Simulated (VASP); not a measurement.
Computed with LDA (Ceperley-Alder, Perdew-Zunger), VASP's LDA PAW potentials (set 64) (plane waves; VASP).

VASP input:

**KPOINTS**
```
kpoints
0
Gamma
10 10 10
0 0 0
```

POSCAR:
```
SiNi3
1
    3.4269321792     0.0000000000    -0.0000000000
    0.0000000000     3.4269321792     0.0000000000
   -0.0000000000     0.0000000000     3.4269321792
Si Ni
1 3
Direct
  0.0000000000   0.0000000000   0.0000000000
  0.0000000000   0.5000000000   0.5000000000
  0.5000000000   0.0000000000   0.5000000000
  0.5000000000   0.5000000000   0.0000000000
```

### INCAR
```
ALGO = Normal
EDIFF = 1E-7
ENCUT = 400
ISIF = 2
ISMEAR = -5
LASPH = .TRUE.
LCHARG = .TRUE.
LMAXMIX = 4
LORBIT = 11
LREAL = .FALSE.
LWAVE = .FALSE.
NEDOS = 601
NELM = 100
PREC = Accurate
SYSTEM = SiNi3
```

POTCAR, in this order: Si Ni (LDA.64 set). Program: vasp_std.

### Question
What will the output report for the number of irreducible k-points (NKPTS), number of bands (NBANDS), largest plane-wave count, number of space-group operations, FFT grid (NGX, NGY, NGZ)?

### Answer

```yaml
number of irreducible k-points (NKPTS): 56
number of bands (NBANDS): 21
largest_plane_wave_count: 743
number_of_space_group_operations: 48
FFT grid (NGX, NGY, NGZ): 24 × 24 × 24
```

The structure comes from a computed database's SiNi3 entry (Pm-3m); how it stands against other phases isn't given here. It was relaxed first. The run is not spin-polarised, so no magnetic state was tried.
